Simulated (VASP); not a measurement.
Crystal: SiCl2H2, in a box.

```
Si Cl H
1.0
    13.00629    0.00000    0.00000
     0.00000   13.50629    0.00000
     0.00000    0.00000   14.00629
Si Cl H
1 2 2
Cartesian
  6.5091 6.9373 6.9634
  5.3372 5.4963 6.0907
  7.5800 6.1130 8.5076
  7.4586 7.4561 5.9499
  5.6301 7.9996 7.5080
```

Base run:

* Program: VASP 6.6.1
* Functional: PBE
* Potentials or basis: VASP PAW PBE potentials, release 64 (Si, Cl, H)
* Cutoff: 400 eV
* k mesh: 1 × 1 × 1
* Occupations: gaussian, width 0.01 eV
* Spin: no spin polarisation

Its results: gap between the frontier levels 6.55 eV; largest force 0.031 eV/Å.

Q: The run is repeated on the same cell with these changes: functional from PBE to PBEsol. What comes out?

A: Gap between the frontier levels 6.49 eV; largest force 0.269 eV/Å.

Caveats: the PAW data sets were made with another functional, which shifts forces and pressure a little (some runs).

A k mesh can miss the band edges.

Not every run made on this cell is shown here.
